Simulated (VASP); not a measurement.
Output of a VASP run:

### OSZICAR
```
...
       N       E                     dE             d eps       ncg     rms          rms(c)
DAV:   1    -0.178169249951E+02   -0.49665E-03   -0.49673E-02  1872   0.135E+00    0.108E-01
DAV:   2    -0.178167478835E+02    0.17711E-03   -0.69414E-04  2112   0.183E-01    0.524E-02
DAV:   3    -0.178166566096E+02    0.91274E-04   -0.15974E-04  2272   0.870E-02    0.176E-02
DAV:   4    -0.178166514554E+02    0.51542E-05   -0.21498E-05  2376   0.297E-02    0.111E-02
DAV:   5    -0.178166510101E+02    0.44534E-06   -0.36806E-06  1696   0.101E-02
   5 F= -.17816651E+02 E0= -.17777626E+02  d E =-.222575E-03
       N       E                     dE             d eps       ncg     rms          rms(c)
DAV:   1    -0.178195043421E+02   -0.28529E-02   -0.44633E-01  1872   0.404E+00    0.325E-01
DAV:   2    -0.178179157261E+02    0.15886E-02   -0.62647E-03  2112   0.549E-01    0.156E-01
DAV:   3    -0.178170942559E+02    0.82147E-03   -0.14208E-03  2272   0.261E-01    0.533E-02
DAV:   4    -0.178170474210E+02    0.46835E-04   -0.20385E-04  2336   0.915E-02    0.327E-02
DAV:   5    -0.178170436708E+02    0.37502E-05   -0.33959E-05  2256   0.306E-02    0.158E-02
DAV:   6    -0.178170430790E+02    0.59177E-06   -0.30483E-06  1672   0.112E-02
   6 F= -.17817043E+02 E0= -.17778056E+02  d E =-.614644E-03
       N       E                     dE             d eps       ncg     rms          rms(c)
DAV:   1    -0.178176795982E+02   -0.63593E-03   -0.10831E-01  1872   0.199E+00    0.160E-01
DAV:   2    -0.178172947880E+02    0.38481E-03   -0.15248E-03  2120   0.271E-01    0.771E-02
DAV:   3    -0.178170971989E+02    0.19759E-03   -0.34373E-04  2256   0.128E-01    0.267E-02
DAV:   4    -0.178170848574E+02    0.12342E-04   -0.52705E-05  2328   0.464E-02    0.161E-02
DAV:   5    -0.178170838923E+02    0.96503E-06   -0.84402E-06  1920   0.153E-02
   7 F= -.17817084E+02 E0= -.17778108E+02  d E =-.655457E-03
       N       E                     dE             d eps       ncg     rms          rms(c)
DAV:   1    -0.178184634649E+02   -0.13786E-02   -0.38051E-02  1872   0.135E+00    0.295E-01
DAV:   2    -0.178174856739E+02    0.97779E-03   -0.14450E-02  2064   0.709E-01    0.189E-01
DAV:   3    -0.178171120916E+02    0.37358E-03   -0.20577E-03  2224   0.254E-01    0.493E-02
DAV:   4    -0.178170576896E+02    0.54402E-04   -0.29942E-04  2792   0.843E-02    0.806E-02
DAV:   5    -0.178170624376E+02   -0.47479E-05   -0.45515E-05  2440   0.298E-02    0.436E-02
DAV:   6    -0.178170692628E+02   -0.68252E-05   -0.14559E-05  3128   0.176E-02    0.124E-02
DAV:   7    -0.178170718401E+02   -0.25773E-05   -0.63354E-06  2816   0.107E-02    0.378E-03
DAV:   8    -0.178170722062E+02   -0.36613E-06   -0.33123E-07  1000   0.287E-03
   8 F= -.17817072E+02 E0= -.17778138E+02  d E =0.116861E-04
       N       E                     dE             d eps       ncg     rms          rms(c)
DAV:   1    -0.178176065311E+02   -0.53469E-03   -0.14034E-02  1872   0.823E-01    0.177E-01
DAV:   2    -0.178172535759E+02    0.35296E-03   -0.52383E-03  2064   0.428E-01    0.114E-01
DAV:   3    -0.178171160974E+02    0.13748E-03   -0.74984E-04  2216   0.153E-01    0.301E-02
DAV:   4    -0.178170948698E+02    0.21228E-04   -0.10455E-04  2808   0.499E-02    0.483E-02
DAV:   5    -0.178170960179E+02   -0.11480E-05   -0.15785E-05  2144   0.176E-02    0.259E-02
DAV:   6    -0.178170951914E+02    0.82650E-06   -0.54602E-06  2696   0.108E-02
   9 F= -.17817095E+02 E0= -.17778135E+02  d E =-.112990E-04
```

### OUTCAR
```
------------------------ aborting loop because EDIFF is reached ----------------------------------------
  FORCE on cell =-STRESS in cart. coord.  units (eV):
  Direction    XX          YY          ZZ          XY          YZ          ZX
  --------------------------------------------------------------------------------------
  Total        0.0239312      0.0320016      0.0045699      0.0000000     -0.0000000      0.0000000
  in kB        0.3660267      0.4894635      0.0698972      0.0000000     -0.0000000      0.0000000
  external PRESSURE =       0.3084625 kB  Pullay stress =       0.0000000 kB
  volume of cell :      104.75
      direct lattice vectors                 reciprocal lattice vectors
     2.094900107 -5.564602074 -0.000000000     0.238674865 -0.089853685  0.000000000
     2.094900107  5.564602074  0.000000000     0.238674865  0.089853685 -0.000000000
     0.000000000  0.000000000  4.492982336     0.000000000 -0.000000000  0.222569315
 POSITION                                       TOTAL-FORCE (eV/Angst)
 -----------------------------------------------------------------------------------
      2.09490     -4.00752      3.36974         0.000000      0.002531      0.000000
      2.09490      4.00752      1.12325         0.000000     -0.002531     -0.000000
      2.09490     -0.77895      3.36974         0.000000      0.005089      0.000000
      2.09490      0.77895      1.12325         0.000000     -0.005089     -0.000000
 -----------------------------------------------------------------------------------
    total drift:                               -0.000000     -0.000000     -0.000000
  FREE ENERGIE OF THE ION-ELECTRON SYSTEM (eV)
  ---------------------------------------------------
  free  energy   TOTEN  =       -17.8170951914 eV

  energy  without entropy=      -17.7391752327  energy(sigma->0) =      -17.77813521

 reached required accuracy - stopping structural energy minimisation
```
(Selected blocks of OUTCAR.)

File POSCAR:
```
SrPd
1
    2.0832160000    -5.5551570000     0.0000000000
    2.0832160000     5.5551570000     0.0000000000
    0.0000000000     0.0000000000     4.4304990000
Sr Pd
2 2
Direct
  0.8606900000   0.1393100000   0.7500000000
  0.1393100000   0.8606900000   0.2500000000
  0.5705900000   0.4294100000   0.7500000000
  0.4294100000   0.5705900000   0.2500000000
```

**Question.** Reconstruct the remaining input files.

**Answer.** Several could match; the one computed here: the input of the run itself, PBEsol GGA, plane waves, VASP's PBE PAW potentials (set 64).

**INCAR**
```
ALGO = Normal   # blocked Davidson
NSW = 50
LCHARG = .FALSE.
NELM = 100
SYSTEM = SrPd
EDIFF = 1E-6   # SCF stop (eV)
ISIF = 3   # ions, shape and volume
SIGMA = 0.136
LWAVE = .FALSE.
EDIFFG = -0.01
IBRION = 2
GGA = PS
ENCUT = 300   # plane-wave cut-off (eV)
LREAL = .FALSE.
LMAXMIX = 4
ISMEAR = -1   # Fermi-Dirac
LASPH = .TRUE.
PREC = Accurate
```

File KPOINTS:
```
Automatic
0
G
6 6 5
```

POTCAR, in this order: Sr_sv Pd (PBE.64 set). Program: vasp_std.

At this cut-off the stress carries a Pulay error, which pulls relaxed volumes low. Energy and stress use the plane-wave basis of the starting cell.

The structure comes from a computed database's SrPd entry (Cmcm); how it stands against other phases isn't given here. This run relaxes it. Symmetry was kept, so distortions that lower it aren't found. The run is one of a series of settings (EDIFFG = -0.01, IBRION = 2, ISIF = 3, NSW = 50 against the base run), some of them coarse on purpose.
